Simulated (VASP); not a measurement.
OSZICAR of a VASP run on KBr (rock salt):

OSZICAR:
```
       N       E                     dE             d eps       ncg     rms          rms(c)
DAV:   1     0.936782864397E+02    0.93678E+02   -0.61008E+03   384   0.945E+02
DAV:   2    -0.577352711357E+00   -0.94256E+02   -0.87629E+02   500   0.235E+02
DAV:   3    -0.622883837989E+01   -0.56515E+01   -0.56139E+01   476   0.558E+01
DAV:   4    -0.640962290503E+01   -0.18078E+00   -0.18061E+00   676   0.923E+00
DAV:   5    -0.641076264583E+01   -0.11397E-02   -0.11397E-02   472   0.753E-01    0.285E+00
DAV:   6    -0.639847832560E+01    0.12284E-01   -0.93898E-04   516   0.186E-01    0.273E+00
DAV:   7    -0.638694148035E+01    0.11537E-01   -0.58986E-04   476   0.144E-01    0.262E+00
DAV:   8    -0.637614385972E+01    0.10798E-01   -0.53416E-04   496   0.133E-01    0.252E+00
DAV:   9    -0.636603262487E+01    0.10111E-01   -0.49559E-04   476   0.126E-01    0.242E+00
DAV:  10    -0.635655847936E+01    0.94741E-02   -0.45197E-04   472   0.119E-01    0.233E+00
DAV:  11    -0.634767750171E+01    0.88810E-02   -0.42868E-04   476   0.116E-01    0.224E+00
DAV:  12    -0.633935045115E+01    0.83271E-02   -0.39751E-04   464   0.110E-01    0.216E+00
DAV:  13    -0.633153979144E+01    0.78107E-02   -0.37072E-04   468   0.106E-01    0.208E+00
DAV:  14    -0.632421124693E+01    0.73285E-02   -0.34691E-04   460   0.102E-01    0.200E+00
DAV:  15    -0.631733326901E+01    0.68780E-02   -0.32497E-04   464   0.984E-02    0.193E+00
DAV:  16    -0.631087666368E+01    0.64566E-02   -0.30443E-04   460   0.951E-02    0.186E+00
DAV:  17    -0.630481439745E+01    0.60623E-02   -0.28566E-04   460   0.920E-02    0.180E+00
DAV:  18    -0.629912143485E+01    0.56930E-02   -0.26813E-04   460   0.891E-02    0.174E+00
DAV:  19    -0.629377454386E+01    0.53469E-02   -0.25197E-04   460   0.864E-02    0.168E+00
DAV:  20    -0.628875215031E+01    0.50224E-02   -0.23692E-04   460   0.838E-02    0.162E+00
DAV:  21    -0.628403419879E+01    0.47180E-02   -0.22297E-04   456   0.813E-02    0.157E+00
DAV:  22    -0.627960203333E+01    0.44322E-02   -0.21005E-04   456   0.789E-02    0.152E+00
DAV:  23    -0.627543829291E+01    0.41637E-02   -0.19810E-04   460   0.765E-02    0.147E+00
DAV:  24    -0.627152680364E+01    0.39115E-02   -0.18704E-04   456   0.741E-02    0.142E+00
DAV:  25    -0.626785248254E+01    0.36743E-02   -0.17681E-04   456   0.717E-02    0.138E+00
DAV:  26    -0.626440125408E+01    0.34512E-02   -0.16734E-04   468   0.695E-02    0.133E+00
DAV:  27    -0.626115996954E+01    0.32413E-02   -0.15869E-04   456   0.675E-02    0.129E+00
DAV:  28    -0.625811630911E+01    0.30437E-02   -0.15054E-04   460   0.658E-02    0.125E+00
DAV:  29    -0.625525830434E+01    0.28580E-02   -0.13983E-04   468   0.641E-02    0.122E+00
DAV:  30    -0.625257487559E+01    0.26834E-02   -0.13360E-04   464   0.626E-02    0.118E+00
DAV:  31    -0.625005620059E+01    0.25187E-02   -0.12717E-04   464   0.611E-02    0.114E+00
DAV:  32    -0.624769280309E+01    0.23634E-02   -0.12059E-04   464   0.597E-02    0.111E+00
DAV:  33    -0.624547560243E+01    0.22172E-02   -0.11467E-04   464   0.585E-02    0.108E+00
DAV:  34    -0.624339626564E+01    0.20793E-02   -0.10907E-04   460   0.574E-02    0.105E+00
DAV:  35    -0.624144688668E+01    0.19494E-02   -0.10384E-04   472   0.561E-02    0.102E+00
DAV:  36    -0.623962003264E+01    0.18269E-02   -0.98961E-05   460   0.551E-02    0.992E-01
DAV:  37    -0.623790869864E+01    0.17113E-02   -0.94279E-05   468   0.541E-02    0.965E-01
DAV:  38    -0.623630630039E+01    0.16024E-02   -0.89905E-05   460   0.529E-02    0.939E-01
DAV:  39    -0.623480661577E+01    0.14997E-02   -0.85416E-05   468   0.518E-02    0.914E-01
DAV:  40    -0.623340376373E+01    0.14029E-02   -0.81191E-05   460   0.509E-02    0.890E-01
DAV:  41    -0.623209227190E+01    0.13115E-02   -0.77871E-05   476   0.499E-02    0.867E-01
DAV:  42    -0.623086688881E+01    0.12254E-02   -0.73703E-05   464   0.491E-02    0.845E-01
DAV:  43    -0.622972272631E+01    0.11442E-02   -0.70920E-05   468   0.480E-02    0.823E-01
DAV:  44    -0.622865514211E+01    0.10676E-02   -0.67056E-05   464   0.472E-02    0.802E-01
DAV:  45    -0.622765974814E+01    0.99539E-03   -0.64559E-05   476   0.462E-02    0.782E-01
DAV:  46    -0.622673242801E+01    0.92732E-03   -0.61214E-05   460   0.455E-02    0.763E-01
DAV:  47    -0.622586926401E+01    0.86316E-03   -0.58822E-05   476   0.446E-02    0.744E-01
DAV:  48    -0.622506659057E+01    0.80267E-03   -0.56043E-05   464   0.438E-02    0.726E-01
DAV:  49    -0.622432090610E+01    0.74568E-03   -0.53642E-05   472   0.430E-02    0.709E-01
DAV:  50    -0.622362893209E+01    0.69197E-03   -0.51307E-05   468   0.422E-02    0.692E-01
DAV:  51    -0.622298755978E+01    0.64137E-03   -0.48996E-05   480   0.414E-02    0.676E-01
DAV:  52    -0.622239384017E+01    0.59372E-03   -0.46973E-05   464   0.406E-02    0.660E-01
DAV:  53    -0.622184500990E+01    0.54883E-03   -0.44868E-05   476   0.399E-02    0.645E-01
DAV:  54    -0.622133842686E+01    0.50658E-03   -0.43069E-05   476   0.392E-02    0.630E-01
DAV:  55    -0.622087163055E+01    0.46680E-03   -0.41192E-05   476   0.385E-02    0.616E-01
DAV:  56    -0.622044225135E+01    0.42938E-03   -0.39517E-05   472   0.378E-02    0.602E-01
DAV:  57    -0.622004809411E+01    0.39416E-03   -0.37857E-05   480   0.371E-02    0.589E-01
DAV:  58    -0.621968703984E+01    0.36105E-03   -0.36348E-05   476   0.365E-02    0.576E-01
DAV:  59    -0.621935713254E+01    0.32991E-03   -0.34884E-05   484   0.358E-02    0.563E-01
DAV:  60    -0.621905647272E+01    0.30066E-03   -0.33405E-05   476   0.352E-02    0.551E-01
DAV:  61    -0.621878331177E+01    0.27316E-03   -0.32126E-05   484   0.345E-02    0.539E-01
DAV:  62    -0.621853595368E+01    0.24736E-03   -0.30701E-05   476   0.339E-02    0.527E-01
DAV:  63    -0.621831282877E+01    0.22312E-03   -0.29585E-05   484   0.333E-02    0.516E-01
DAV:  64    -0.621811242791E+01    0.20040E-03   -0.28308E-05   476   0.328E-02    0.505E-01
DAV:  65    -0.621793334812E+01    0.17908E-03   -0.27288E-05   484   0.322E-02    0.495E-01
DAV:  66    -0.621777423798E+01    0.15911E-03   -0.26145E-05   476   0.317E-02    0.484E-01
DAV:  67    -0.621763384262E+01    0.14040E-03   -0.25192E-05   484   0.311E-02    0.474E-01
DAV:  68    -0.621751096099E+01    0.12288E-03   -0.24212E-05   476   0.306E-02    0.465E-01
DAV:  69    -0.621740447506E+01    0.10649E-03   -0.23319E-05   484   0.300E-02    0.455E-01
DAV:  70    -0.621731331567E+01    0.91159E-04   -0.22414E-05   476   0.296E-02    0.446E-01
DAV:  71    -0.621723647321E+01    0.76842E-04   -0.21523E-05   484   0.290E-02    0.437E-01
DAV:  72    -0.621717299333E+01    0.63480E-04   -0.20757E-05   476   0.286E-02    0.428E-01
DAV:  73    -0.621712197702E+01    0.51016E-04   -0.19889E-05   484   0.281E-02    0.420E-01
DAV:  74    -0.621708257679E+01    0.39400E-04   -0.19284E-05   468   0.276E-02    0.412E-01
DAV:  75    -0.621705399943E+01    0.28577E-04   -0.18432E-05   476   0.271E-02    0.403E-01
DAV:  76    -0.621703547935E+01    0.18520E-04   -0.17868E-05   468   0.267E-02    0.396E-01
DAV:  77    -0.621702631210E+01    0.91673E-05   -0.17075E-05   476   0.262E-02    0.388E-01
DAV:  78    -0.621702581021E+01    0.50189E-06   -0.16555E-05   464   0.258E-02    0.380E-01
DAV:  79    -0.621703335085E+01   -0.75406E-05   -0.15885E-05   476   0.253E-02    0.373E-01
DAV:  80    -0.621704832798E+01   -0.14977E-04   -0.15386E-05   464   0.249E-02    0.366E-01
DAV:  81    -0.621707019162E+01   -0.21864E-04   -0.14804E-05   476   0.245E-02    0.359E-01
DAV:  82    -0.621709839416E+01   -0.28203E-04   -0.14260E-05   464   0.241E-02    0.352E-01
DAV:  83    -0.621713244636E+01   -0.34052E-04   -0.13771E-05   472   0.237E-02    0.345E-01
DAV:  84    -0.621717186365E+01   -0.39417E-04   -0.13224E-05   464   0.233E-02    0.339E-01
DAV:  85    -0.621721621036E+01   -0.44347E-04   -0.12799E-05   472   0.228E-02    0.332E-01
DAV:  86    -0.621726506625E+01   -0.48856E-04   -0.12322E-05   464   0.226E-02    0.326E-01
DAV:  87    -0.621731804036E+01   -0.52974E-04   -0.11906E-05   472   0.221E-02    0.320E-01
DAV:  88    -0.621737475772E+01   -0.56717E-04   -0.11480E-05   464   0.218E-02    0.314E-01
DAV:  89    -0.621743487422E+01   -0.60117E-04   -0.11082E-05   468   0.214E-02    0.308E-01
DAV:  90    -0.621749806135E+01   -0.63187E-04   -0.10704E-05   464   0.211E-02    0.303E-01
DAV:  91    -0.621756401490E+01   -0.65954E-04   -0.10320E-05   468   0.207E-02    0.297E-01
DAV:  92    -0.621763244199E+01   -0.68427E-04   -0.99707E-06   464   0.204E-02    0.292E-01
DAV:  93    -0.621770307746E+01   -0.70635E-04   -0.96262E-06   468   0.201E-02    0.286E-01
DAV:  94    -0.621777566280E+01   -0.72585E-04   -0.92803E-06   460   0.197E-02    0.281E-01
DAV:  95    -0.621784996488E+01   -0.74302E-04   -0.89770E-06   468   0.194E-02    0.276E-01
DAV:  96    -0.621792575612E+01   -0.75791E-04   -0.86520E-06   460   0.191E-02    0.271E-01
DAV:  97    -0.621800283524E+01   -0.77079E-04   -0.83998E-06   468   0.188E-02    0.266E-01
DAV:  98    -0.621808099997E+01   -0.78165E-04   -0.80660E-06   460   0.185E-02    0.261E-01
DAV:  99    -0.621816007334E+01   -0.79073E-04   -0.78313E-06   468   0.182E-02    0.256E-01
DAV: 100    -0.621823988332E+01   -0.79810E-04   -0.75306E-06   460   0.179E-02
   1 F= -.62182399E+01 E0= -.62182399E+01  d E =-.721540E-12
```

**Question.** Which electronic solver shows in the log?

**Answer.** It is blocked Davidson (ALGO = Normal, or the opening steps of other solvers). The INCAR had ALGO = Normal.

**Question.** Can the final energy be trusted as converged?

**Answer.** Convergence was not reached. It stopped with EDIFF = 1E-6, NELM = 100 (PBE GGA, plane waves, VASP's PBE PAW potentials (set 64)).

The compound is KBr in the rock salt structure. The cell was not relaxed at this level. The run is one of a series of settings (AMIX = 0.05, BMIX = 3.0, IMIX = 1 against the base run), some of them coarse on purpose.
